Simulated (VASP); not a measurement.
Output of a VASP run:

### OSZICAR
```
       N       E                     dE             d eps       ncg     rms          rms(c)
DAV:   1     0.549951397730E+02    0.54995E+02   -0.45050E+03  3320   0.177E+03
DAV:   2    -0.196436734192E+01   -0.56960E+02   -0.53650E+02  3034   0.261E+02
DAV:   3    -0.458133598033E+01   -0.26170E+01   -0.24568E+01  3412   0.761E+01
DAV:   4    -0.460872871557E+01   -0.27393E-01   -0.27380E-01  3670   0.810E+00
DAV:   5    -0.460908723713E+01   -0.35852E-03   -0.35851E-03  3734   0.797E-01    0.761E+00
DAV:   6    -0.413724410551E+01    0.47184E+00   -0.59959E+00  3224   0.962E+01    0.424E+00
DAV:   7    -0.373836590894E+01    0.39888E+00   -0.12621E+00  3270   0.410E+01    0.494E-01
DAV:   8    -0.373063953612E+01    0.77264E-02   -0.10874E-02  4158   0.217E+00    0.376E-01
DAV:   9    -0.372814532422E+01    0.24942E-02   -0.44846E-03  3402   0.261E+00    0.164E-02
DAV:  10    -0.372816275193E+01   -0.17428E-04   -0.10893E-04  3406   0.158E-01    0.904E-03
DAV:  11    -0.372816407348E+01   -0.13216E-05   -0.12030E-06  3190   0.205E-02    0.281E-03
DAV:  12    -0.372816370110E+01    0.37238E-06   -0.13757E-07  2040   0.846E-03
   1 F= -.37281637E+01 E0= -.37281509E+01  d E =-.384977E-04  mag=     0.0000    -0.0000    -0.0000
```

**OUTCAR**
```
------------------------ aborting loop because EDIFF is reached ----------------------------------------
  FORCE on cell =-STRESS in cart. coord.  units (eV):
  Direction    XX          YY          ZZ          XY          YZ          ZX
  --------------------------------------------------------------------------------------
  Total       -0.4397982     -0.4397982     -0.4397982     -0.0000000     -0.0000000      0.0000000
  in kB      -56.4549355    -56.4549355    -56.4549355     -0.0000000     -0.0000000      0.0000000
  external PRESSURE =     -56.4549355 kB  Pullay stress =       0.0000000 kB
  volume of cell :       12.48
      direct lattice vectors                 reciprocal lattice vectors
     0.000000000  1.841100000  1.841100000    -0.271576775  0.271576775  0.271576775
     1.841100000  0.000000000  1.841100000     0.271576775 -0.271576775  0.271576775
     1.841100000  1.841100000  0.000000000     0.271576775  0.271576775 -0.271576775
 POSITION                                       TOTAL-FORCE (eV/Angst)
 -----------------------------------------------------------------------------------
      0.00000      0.00000      0.00000         0.000000      0.000000      0.000000
 -----------------------------------------------------------------------------------
    total drift:                                0.000000      0.000000      0.000000
  FREE ENERGIE OF THE ION-ELECTRON SYSTEM (eV)
  ---------------------------------------------------
  free  energy   TOTEN  =        -3.7281637011 eV

  energy  without entropy=       -3.7281252034  energy(sigma->0) =       -3.72815087

 Ion:    1  E_soc:     -0.0129510
```
(Selected blocks of OUTCAR.)

### POSCAR
```
Cu
1
    0.0000000000     1.8411000000     1.8411000000
    1.8411000000     0.0000000000     1.8411000000
    1.8411000000     1.8411000000     0.0000000000
Cu
1
Direct
  0.0000000000   0.0000000000   0.0000000000
```

Write an INCAR and KPOINTS that could have produced this output.

Several could match; the one computed here: the input of the run itself, PBE GGA with spin-orbit coupling, plane waves, VASP's PBE PAW potentials (set 64).

### INCAR
```
SYSTEM = Cu
PREC = Accurate
ENCUT = 400
EDIFF = 1E-6
NELM = 100
ALGO = Normal
LREAL = .FALSE.
LASPH = .TRUE.
ISMEAR = 1
SIGMA = 0.1
GGA = PE
LMAXMIX = 4
LWAVE = .FALSE.
LCHARG = .FALSE.
ISIF = 2
LSORBIT = .TRUE.
MAGMOM = 0 0 0
GGA_COMPAT = .FALSE.
```

KPOINTS:
```
Automatic mesh
0
Gamma
13 13 13
0 0 0
```

POTCAR, in this order: Cu (PBE.64 set). Program: vasp_ncl.

The compound is Cu in the fcc structure. The cell was not relaxed at this level.
